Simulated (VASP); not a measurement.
VASP ran on this input.

File KPOINTS:
```
kpoints
0
Gamma
 6 6 6
0 0 0
```

**INCAR**
```
SYSTEM = PbF2
PREC = Accurate
ENCUT = 520
EDIFF = 1E-2
NELM = 100
ALGO = Normal
LREAL = .FALSE.
LASPH = .TRUE.
ISMEAR = 0
SIGMA = 0.05
GGA = PE
LMAXMIX = 4
LWAVE = .FALSE.
LCHARG = .FALSE.
ISIF = 2
```

File POSCAR:
```
PbF2
6.05880
  0.0000000000   0.5000000000   0.5000000000
  0.5000000000   0.0000000000   0.5000000000
  0.5000000000   0.5000000000   0.0000000000
Pb F
1 2
Cartesian
  0.0000000000   0.0000000000   0.0000000000
  0.2500000000   0.2500000000   0.2500000000
  0.7500000000   0.7500000000   0.7500000000
```

POTCAR, in this order: Pb_d F (PBE.64 set). Program: vasp_std.

Translate this PBE calculation to Ansatz.

One equivalent input (not run):
Ansatz 0.2 input:
```yaml
crystal:
  lattice:
    - [0.0000000, 3.0294000, 3.0294000]
    - [3.0294000, 0.0000000, 3.0294000]
    - [3.0294000, 3.0294000, 0.0000000]
  atoms:
    - { symbol: Pb, position: [0.0000000, 0.0000000, 0.0000000] }
    - { symbol: F, position: [0.2500000, 0.2500000, 0.2500000] }
    - { symbol: F, position: [0.7500000, 0.7500000, 0.7500000] }
kpoints:
  mp_grid: { grid: [6, 6, 6] }
hamiltonian:
  xc: pbe
  pseudopotentials: { kind: paw }
scf:
  occupations: { method: gaussian, width: 0.05 }
  max_iter: 100
output: { forces: true, stress: true, eigenvalues: true }
```
Limits of the translation: each code has its own PAW files, so the cut-off isn't converted (ENCUT is set for VASP's; basis.ecutwfc is left out, and Ansatz then takes the one that its files recommend); Ansatz stops its SCF on the density residual and VASP on the energy change (EDIFF).

The compound is PbF2 in the fluorite structure, the β form. The cell was not relaxed at this level. The run is one of a series of settings (EDIFF = 1E-2 against the base run), some of them coarse on purpose.
